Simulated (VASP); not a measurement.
```
CELL_PARAMETERS angstrom
      4.56152     0.00000     0.00000
      0.00000     4.56152     0.00000
      0.00000     0.00000     4.56152
ATOMIC_POSITIONS crystal
  Cs 0.00000 0.00000 0.00000
  I  0.50000 0.50000 0.50000
```

The numbers are results of PBEsol GGA, VASP's PBE PAW potentials (set 64) (plane waves; VASP 6.6.1), not measurements. Settings: 520 eV cut-off, 6×6×6 Γ-centred mesh, Gaussian smearing of 0.050 eV, potentials Cs_sv I.

Unless said otherwise, spin-orbit coupling is left out, though it shifts the bands of the heavy elements here.

**Question.** What does the run give for the energy per atom (σ→0), band gap (on the k-mesh) with the smallest direct gap where there is one?

**Answer.** 
```
Property                                     Result
-----------------------------------  --------------
band gap (on the k-mesh)                    3.71 eV
smallest direct gap (on the k-mesh)         3.80 eV
energy per atom (σ→0)                -2.886 eV/atom
```

The absolute energy has meaning only against runs of the same code, potentials and settings.

The compound is CsI in the CsCl type structure. This cell is one point of a volume scan, at 1.03 of the reference volume.
